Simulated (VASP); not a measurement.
# ZnO (P6_3mc) in VASP: notebook, part 2 of 2

VASP 6.6.1.

## 3. Optical spectrum, LDA

Input file INCAR:

```
PREC     = Accurate       # precision mode
ENCUT    = 520            # plane-wave cutoff, eV
EDIFF    = 1E-7           # SCF threshold, eV
ISMEAR   = 0              # smearing method
SIGMA    = 0.02           # smearing width, eV
LREAL    = F              # projectors in reciprocal space
LASPH    = T              # aspherical terms in the spheres
NELM     = 80             # most SCF steps
ALGO     = Normal         # electronic algorithm
ISIF     = 2              # what is computed and relaxed
LWAVE    = F              # write WAVECAR
LCHARG   = F              # write CHGCAR
GGA      = CA             # functional
LOPTICS  = T              # frequency-dependent dielectric function
NBANDS   = 66             # bands
NEDOS    = 2000           # points of the DOS
CSHIFT   = 0.1
```

Input file KPOINTS:

```
regular mesh
0
Gamma
  18 18 10
```

Input file POSCAR:

```
ZnO                                     
1.0
    3.1957968508      0.0000000000      0.0000000000
   -1.5978984254      2.7676412555      0.0000000000
    0.0000000000      0.0000000000      5.1654800084
  Zn              O             
     2     2
Direct
     0.3333333300000021    0.6666666699999979    0.5002486217694511
     0.6666666699999979    0.3333333300000021    0.0002486217694511
     0.6666666699999979    0.3333333300000021    0.3787613782305499
     0.3333333300000021    0.6666666699999979    0.8787613782305499
```

Potentials or basis: VASP PAW LDA potentials, release 64 (Zn, O).

Started as:

```console
> cat potpaw_LDA.64/Zn/POTCAR potpaw_LDA.64/O/POTCAR > POTCAR
> mpirun -np 1 vasp_std > vasp.out
```

OUTCAR:

```text
PREC = Accurate
   ENCUT = 520
   EDIFF = 1E-7
   ISMEAR = 0
   LREAL = F
   LASPH = T
   NELM = 80
   ISIF = 2
   GGA = CA

 ion  position               nearest neighbor table
   1  0.333  0.667  0.500-   3 1.95   3 1.95   3 1.95   4 1.96
   2  0.667  0.333  0.000-   4 1.95   4 1.95   4 1.95   3 1.96
   3  0.667  0.333  0.379-   1 1.95   1 1.95   1 1.95   2 1.96
   4  0.333  0.667  0.879-   2 1.95   2 1.95   2 1.95   1 1.96

  LATTYP: Found a hexagonal cell.
 ALAT       =     3.1957968508
 C/A-ratio  =     1.6163355337

  Lattice vectors:

 A1 = (   3.1957968508,   0.0000000000,   0.0000000000)
 A2 = (  -1.5978984254,   2.7676412555,   0.0000000000)
 A3 = (   0.0000000000,   0.0000000000,   5.1654800084)

Analysis of symmetry for initial positions (statically):
=====================================================================
 Subroutine PRICEL returns:
 Original cell was already a primitive cell.

 Routine SETGRP: Setting up the symmetry group for a
 hexagonal supercell.

 Subroutine GETGRP returns: Found 12 space group operations
 (whereof  6 operations were pure point group operations)
 out of a pool of 24 trial point group operations.

The static configuration has the point symmetry C_3v.
 The point group associated with its full space group is C_6v.

Analysis of symmetry for dynamics (positions and initial velocities):
=====================================================================
 Subroutine PRICEL returns:
 Original cell was already a primitive cell.

 Routine SETGRP: Setting up the symmetry group for a
 hexagonal supercell.

 Subroutine GETGRP returns: Found 12 space group operations
 (whereof  6 operations were pure point group operations)
 out of a pool of 24 trial point group operations.

The dynamic configuration has the point symmetry C_3v.
 The point group associated with its full space group is C_6v.

 Subroutine INISYM returns: Found 12 space group operations
 (whereof  6 operations are pure point group operations),
 and found     1 'primitive' translations

----------------------------------------------------------------------------------------

                                     Primitive cell

  volume of cell :      45.6877

  direct lattice vectors                    reciprocal lattice vectors
     3.195796851  0.000000000  0.000000000     0.312911004  0.180659252  0.000000000
    -1.597898425  2.767641256  0.000000000     0.000000000  0.361318505  0.000000000
     0.000000000  0.000000000  5.165480008     0.000000000  0.000000000  0.193592851

  length of vectors
     3.195796851  3.195796849  5.165480008     0.361318504  0.361318505  0.193592851

[... 141 lines left out ...]
 k-point     1 :       0.0000    0.0000    0.0000
  band No.  band energies     occupation
      1     -16.8819      2.00000
      2     -16.0522      2.00000
      3      -4.7846      2.00000
      4      -4.7160      2.00000
      5      -4.7160      2.00000
      6      -4.6771      2.00000
[... 781 lines left out ...]
     29      21.5079      0.00000
     30      21.9953      0.00000

 [... further k-points ...]

 [bands above 30 left out]

------------------------ aborting loop because EDIFF is reached ----------------------------------------

  FORCE on cell =-STRESS in cart. coord.  units (eV):
  Direction    XX          YY          ZZ          XY          YZ          ZX
  --------------------------------------------------------------------------------------
  -------------------------------------------------------------------------------------
  Total        0.0049229      0.0049229      0.0038352      0.0000000      0.0000000      0.0000000
  in kB        0.1726367      0.1726367      0.1344939      0.0000000      0.0000000      0.0000000
  external PRESSURE =       0.1599225 kB  Pullay stress =       0.0000000 kB

 VOLUME and BASIS-vectors are now :
 -----------------------------------------------------------------------------
  energy-cutoff  :      520.00
  volume of cell :       45.69
      direct lattice vectors                 reciprocal lattice vectors
     3.195796851  0.000000000  0.000000000     0.312911004  0.180659252  0.000000000
    -1.597898425  2.767641256  0.000000000     0.000000000  0.361318505  0.000000000
     0.000000000  0.000000000  5.165480008     0.000000000  0.000000000  0.193592851

 POSITION                                       TOTAL-FORCE (eV/Angst)
 -----------------------------------------------------------------------------------
     -0.00000      1.84509      2.58402         0.000000      0.000000      0.001938
      1.59790      0.92255      0.00128        -0.000000      0.000000      0.001938
      1.59790      0.92255      1.95648         0.000000     -0.000000     -0.001938
     -0.00000      1.84509      4.53922        -0.000000      0.000000     -0.001938
 -----------------------------------------------------------------------------------
    total drift:                                0.000004     -0.000001     -0.000388

  FREE ENERGIE OF THE ION-ELECTRON SYSTEM (eV)
  ---------------------------------------------------
  free  energy   TOTEN  =       -21.1587476438 eV

  energy  without entropy=      -21.1587476438  energy(sigma->0) =      -21.15874764

 electrical conductivity sigma (Mega S m-1) (frequency dependency in vasprun.xml)
  --------------------------------------------------------------------------------------
       0.000       0.000       0.000
       0.000       0.000       0.000
       0.000       0.000       0.000

  frequency dependent IMAGINARY DIELECTRIC FUNCTION (independent particle, no local field effects) density-density
     E(ev)      X         Y         Z        XY        YZ        ZX
  --------------------------------------------------------------------------------------------------------------
     0.00000     0.00000     0.00000     0.00000     0.00000     0.00000     0.00000
     0.92090     0.64010     0.64010     0.75299     0.00000    -0.00000     0.00000
     1.84181     1.78093     1.78093     2.27010    -0.00000     0.00000     0.00000
     2.76271     1.25742     1.25742     1.29727     0.00000    -0.00000     0.00000
     3.68362     1.17057     1.17057     1.27340     0.00000    -0.00000     0.00000
     4.60452     1.61419     1.61419     1.75551     0.00000    -0.00000    -0.00000
[... 92 lines left out ...]
    90.24859     0.00021     0.00021     0.00021     0.00000    -0.00000    -0.00000
    91.16950     0.00020     0.00020     0.00020     0.00000    -0.00000    -0.00000

  frequency dependent      REAL DIELECTRIC FUNCTION (independent particle, no local field effects) density-density
     E(ev)        X           Y           Z          XY          YZ          ZX
  --------------------------------------------------------------------------------------------------------------
     0.00000     5.18405     5.18405     5.20909     0.00000    -0.00000     0.00000
     0.92090     5.49449     5.49449     5.61084     0.00000    -0.00000     0.00000
     1.84181     4.52615     4.52615     4.75190     0.00000     0.00000    -0.00000
     2.76271     4.11088     4.11088     4.14552    -0.00000    -0.00000     0.00000
     3.68362     4.05508     4.05508     4.13816     0.00000    -0.00000     0.00000
     4.60452     4.18460     4.18460     4.20216    -0.00000     0.00000     0.00000
[... 92 lines left out ...]
    90.24859     0.92037     0.92037     0.92085     0.00000    -0.00000    -0.00000
    91.16950     0.92227     0.92227     0.92273     0.00000    -0.00000    -0.00000

  frequency dependent IMAGINARY DIELECTRIC FUNCTION (independent particle, no local field effects) current-current
     E(ev)      X         Y         Z        XY        YZ        ZX
  --------------------------------------------------------------------------------------------------------------
     0.00000    18.16592    18.16592    18.27082    -0.00000    -0.00000    -0.00000
     0.92090     1.61040     1.61040     1.74295    -0.00000    -0.00000    -0.00000
     1.84181     2.16190     2.16190     2.67469    -0.00000     0.00000     0.00000
     2.76271     1.48094     1.48094     1.52407    -0.00000     0.00000    -0.00000
     3.68362     1.33538     1.33538     1.44365    -0.00000    -0.00000    -0.00000
     4.60452     1.75161     1.75161     1.89397    -0.00000    -0.00000    -0.00000
[... 92 lines left out ...]
    90.24859     0.00003     0.00003     0.00003     0.00000     0.00000     0.00000
    91.16950     0.00003     0.00003     0.00003     0.00000     0.00000     0.00000

  frequency dependent      REAL DIELECTRIC FUNCTION (independent particle, no local field effects) current-current
     E(ev)        X           Y           Z          XY          YZ          ZX
  --------------------------------------------------------------------------------------------------------------
     0.00000     5.15051     5.15051     5.18101    -0.00000     0.00000    -0.00000
     0.92090     5.35353     5.35353     5.43858    -0.00000     0.00000    -0.00000
     1.84181     4.33289     4.33289     4.50442    -0.00000    -0.00000     0.00000
     2.76271     4.02200     4.02200     4.05401    -0.00000     0.00000    -0.00000
     3.68362     3.99213     3.99213     4.07012    -0.00000     0.00000     0.00000
     4.60452     4.11429     4.11429     4.12589     0.00000    -0.00000    -0.00000
[... 92 lines left out ...]
    90.24859     0.92038     0.92038     0.92085    -0.00000     0.00000    -0.00000
    91.16950     0.92228     0.92228     0.92274    -0.00000     0.00000    -0.00000
```

It took 3.3 min on 1 thread of Intel Xeon 6975P-C (Granite Rapids), shared host; peak memory 0.88 GiB.

What came out:

| Item | Value |
| --- | --- |
| Free energy | -21.1587 eV |
| Pressure | 0.0 GPa |
| Band gap on the k mesh | 0.80 eV, direct |

Levels at points of the mesh, in eV from the valence-band top:
```csv
k point,band 14,band 15,band 16,band 17,band 18,band 19,band 20,band 21,band 22,band 23
"(0.00, 0.00, 0.00)",-0.85,-0.85,-0.10,0.00,0.00,0.80,5.26,8.18,12.92,12.92
"(0.50, 0.00, 0.00)",-3.74,-3.00,-2.42,-1.39,-0.90,5.86,6.76,7.44,8.66,10.62
"(0.00, 0.00, 0.50)",-2.32,-0.42,-0.42,-0.42,-0.42,3.48,3.48,10.03,10.03,13.23
"(0.50, 0.00, 0.50)",-3.92,-1.61,-1.61,-1.48,-1.48,5.63,5.63,8.54,8.54,11.27
```

Dielectric function (mean over the directions given):
```tsv
energy (eV)	real part	imaginary part
0.28	5.25	0.04
0.74	5.69	0.51
1.20	5.34	1.45
1.75	4.93	1.73
2.21	4.64	1.29
2.76	4.12	1.27
3.22	3.90	1.29
3.78	4.15	1.36
4.24	3.77	1.30
4.79	3.91	1.64
5.25	4.23	1.61
5.80	4.19	2.04
6.26	4.56	2.62
6.81	3.54	2.96
7.28	3.16	2.83
7.83	3.28	2.59
8.29	3.28	2.38
8.84	3.28	2.73
9.30	3.29	2.94
9.85	3.49	3.40
10.31	2.95	3.91
10.87	2.55	4.20
11.33	1.38	3.90
11.88	2.06	3.87
12.34	1.05	4.00
12.89	0.18	4.20
13.35	-0.05	3.49
13.91	-0.17	3.62
14.37	-1.20	3.07
14.92	-1.06	2.07
15.38	-0.85	1.55
15.93	-0.46	1.38
16.39	-0.38	1.26
16.94	-0.20	1.14
17.41	-0.13	1.00
17.96	-0.07	1.06
18.42	-0.03	0.96
18.97	-0.14	0.82
19.43	-0.06	0.62
19.98	0.14	0.56
```

Caveat: independent-particle spectra lack excitons.

## 4. How close it comes

Step 2. Against the measured gap of ZnO, 3.37 eV (quoted in “Electronic structure of alkaline earth and post-transition metal oxides”, 2009, arxiv:0908.1581), the calculated 0.80 eV is off by -2.57 eV. So large a miss can be the level of theory's own, or it may mean another phase, state or a wrong row. The value is that of LDA, without temperature or zero-point motion. Semilocal functionals fall short of measured gaps as a rule.

Step 3. Against the measured gap of ZnO, 3.37 eV (quoted in “Electronic structure of alkaline earth and post-transition metal oxides”, 2009, arxiv:0908.1581), the calculated 0.80 eV is off by -2.57 eV. So large a miss can be the level of theory's own, or it may mean another phase, state or a wrong row. The value is that of LDA on a finite k mesh, which can miss the band edges, without temperature or zero-point motion. Semilocal functionals fall short of measured gaps as a rule.
